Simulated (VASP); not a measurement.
All values below come from PBE GGA, VASP's PBE PAW potentials (set 64) (plane waves; VASP).

The input files of a VASP run:

### INCAR
```
! general
SYSTEM    =  CuGaSe2
PREC      =  Accurate
ENCUT     =  300   ! plane-wave cut-off (eV)
LREAL     =  F   ! projection in real space or not
LASPH     =  T

! electronic loop
EDIFF     =  1E-8   ! SCF stop (eV)
NELM      =  100   ! most electronic steps
ALGO      =  Normal
LMAXMIX   =  4   ! l cut-off of mixed one-centre charges

! smearing
ISMEAR    =  -1   ! Fermi-Dirac
SIGMA     =  0.02   ! width (eV)

! functional
GGA       =  PE

! ions
IBRION    =  8
NSW       =  1   ! most ionic steps
ISIF      =  2

! output
LWAVE     =  F
LCHARG    =  F

! other
LEPSILON  =  T
```

**POSCAR**
```
CuGaSe2
1
   -2.8330500000     2.8330500000     5.5651000000
    2.8330500000    -2.8330500000     5.5651000000
    2.8330500000     2.8330500000    -5.5651000000
Ga Cu Se
2 2 4
Direct
  0.5000000000   0.5000000000   0.0000000000
  0.2500000000   0.7500000000   0.5000000000
  0.0000000000   0.0000000000   0.0000000000
  0.7500000000   0.2500000000   0.5000000000
  0.8750000000   0.8750000000   0.5000000000
  0.1250000000   0.6250000000   0.0000000000
  0.3750000000   0.3750000000   0.5000000000
  0.6250000000   0.1250000000   0.0000000000
```

**KPOINTS**
```
Automatic mesh
0
Gamma
3 3 3
0 0 0
```

POTCAR, in this order: Ga_d Cu Se (PBE.64 set). Program: vasp_std.

### Question
What will the output report for the number of irreducible k-points (NKPTS), largest plane-wave count, number of space-group operations, FFT grid (NGX, NGY, NGZ)?

### Answer

The number of irreducible k-points (NKPTS) comes out as 6. The largest plane-wave count is 2113 and the number of space-group operations is 8. The FFT grid (NGX, NGY, NGZ) comes out as 40 × 40 × 40.

The structure is a typed CuGaSe2 crystal. The cell was not relaxed at this level. The k-mesh is coarse (spacing up to 0.52 per Å, 2π included), so the numbers may not be converged in it. The run is one of a series of settings (EDIFF = 1E-8, IBRION = 8, LEPSILON = .TRUE., NSW = 1 against the base run), some of them coarse on purpose.
